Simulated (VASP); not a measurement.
Here is the system:

```xyz
2
Lattice="0.0000 3.2500 3.2500 3.2500 0.0000 3.2500 3.2500 3.2500 0.0000" Properties=species:S:1:pos:R:3 pbc="T T T"
Ag     0.0000     0.0000     0.0000
I      1.6250     1.6250     1.6250
```

These are PBE GGA, VASP's PBE PAW potentials (set 64) (plane waves; VASP) values and carry that method's errors. Numerical set-up: 400 eV cut-off, 6×6×6 Γ-centred mesh, Gaussian smearing of 0.050 eV, potentials Ag I.

Unless said otherwise, spin-orbit coupling is left out, though it shifts the bands of the heavy elements here.

### Question
Estimate the energy per atom (σ→0), pressure, band gap (on the k-mesh) with the smallest direct gap where there is one.

### Answer

```yaml
band gap (on the k-mesh): 1.34 eV
smallest direct gap (on the k-mesh): 1.34 eV
energy per atom (σ→0): -2.385 eV/atom
pressure: 1.62 GPa
```

The absolute energy has meaning only against runs of the same code, potentials and settings.

The compound is AgI in the zinc blende structure, whereas wurtzite is the usual form. The cell was not relaxed at this level.
